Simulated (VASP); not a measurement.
Data:

```
CELL_PARAMETERS angstrom
      1.32572    -2.29622     0.00000
      1.32572     2.29622     0.00000
      0.00000     0.00000     4.63831
ATOMIC_POSITIONS crystal
  Zn 0.33333 0.66667 0.25000
  Zn 0.66667 0.33333 0.75000
```

Level of theory: TPSS meta-GGA, VASP's PBE PAW potentials (set 64) (plane waves; VASP 6.6.1). Settings: 520 eV cut-off, 18×18×9 Γ-centred mesh, tetrahedra with Blöchl corrections, potentials Zn.

**Question.** What does the run give for the energy per atom (σ→0), band gap (over mesh and band path) with the smallest direct gap where there is one?

**Answer.** 
```json
{
  "band gap (over mesh and band path)": "none (metal, semimetal or under 0.01 eV)",
  "energy per atom (σ→0)": "-9.136 eV/atom"
}
```

The compound is Zn in the hcp structure. It was relaxed first, which changed the volume by -7 %.
